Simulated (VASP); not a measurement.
Consider the following.

```yaml
crystal:
  lattice:
    - [2.90103, 0.00000, 0.00000]
    - [0.00000, 2.90103, 0.00000]
    - [0.00000, 0.00000, 2.90103]
  atoms:
    - { symbol: Ga, position: [0.50000, 0.50000, 0.50000] }
    - { symbol: Co, position: [0.00000, 0.00000, 0.00000] }
```

Calculation: revPBE GGA, VASP's PBE PAW potentials (set 64) (plane waves; VASP). Run with 520 eV cut-off, 14×14×14 Γ-centred mesh, tetrahedra with Blöchl corrections, potentials Ga_d Co.

**Question.** Predict the energy per atom (σ→0), band gap (on the k-mesh) with the smallest direct gap where there is one.

**Answer.** 
```yaml
band gap (on the k-mesh): none (metal, semimetal or under 0.01 eV)
energy per atom (σ→0): -4.857 eV/atom
```

The absolute energy has meaning only against runs of the same code, potentials and settings.

The compound is CoGa in the CsCl type structure. It was relaxed first. The run is not spin-polarised, so no magnetic state was tried.
